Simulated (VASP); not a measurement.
All values below come from r2SCAN meta-GGA, VASP's PBE PAW potentials (set 64) (plane waves; VASP).

The input files of a VASP run:

File KPOINTS:
```
K-points
0
gamma
7 7 4
0 0 0
```

### POSCAR
```
Li2HfN2
1.0
  3.2253709205   0.0000000000   0.0000000000
 -1.6126854603   2.7932530004   0.0000000000
  0.0000000000   0.0000000000   5.4108053724
Li Hf N
2 1 2
Cartesian
  1.6126870729   0.9310834024   2.0701784852
 -0.0000016127   1.8621695980   3.3406268872
  0.0000000000   0.0000000000   0.0000000000
  1.6126870729   0.9310834024   4.2195700216
 -0.0000016127   1.8621695980   1.1912353508
```

INCAR:
```
ALGO=Normal
EDIFF=1E-6
EDIFFG=-0.02
ENCUT=520
IBRION=2
ISIF=3
ISMEAR=0
LASPH=.TRUE.
LCHARG=.FALSE.
LMAXMIX=6
LMIXTAU=.TRUE.
LREAL=.FALSE.
LWAVE=.FALSE.
METAGGA=R2SCAN
NELM=100
NSW=60
PREC=Accurate
SIGMA=0.05
SYSTEM=Li2HfN2
```

POTCAR, in this order: Li_sv Hf_pv N (PBE.64 set). Program: vasp_std.

Question: Predict the energy per atom (σ→0), volume per atom.

Answer: 
| Item | Value |
|---|---|
| energy per atom (σ→0) | -15067 meV/atom |
| volume per atom | 9.83 Å³/atom |

**OSZICAR**
```
...
DAV:   6    -0.753336279343E+02   -0.67695E-03   -0.16737E-04   986   0.138E-01    0.202E-02
DAV:   7    -0.753336919810E+02   -0.64047E-04   -0.12757E-04   960   0.103E-01    0.836E-03
DAV:   8    -0.753337050619E+02   -0.13081E-04   -0.74743E-06  1091   0.302E-02    0.748E-03
DAV:   9    -0.753337062701E+02   -0.12082E-05   -0.11134E-06   569   0.124E-02    0.324E-03
DAV:  10    -0.753337019466E+02    0.43235E-05   -0.90701E-07   547   0.120E-02    0.196E-03
DAV:  11    -0.753337045369E+02   -0.25903E-05   -0.21891E-07   478   0.576E-03    0.203E-03
DAV:  12    -0.753337041077E+02    0.42919E-06   -0.27346E-08   476   0.165E-03
   3 F= -.75333704E+02 E0= -.75333704E+02  d E =-.298915E-02
```

The structure comes from a computed database's Li2HfN2 entry (P-3m1); how it stands against other phases isn't given here. This run relaxes it. Symmetry was kept, so distortions that lower it aren't found. The start is the result of an earlier pass.
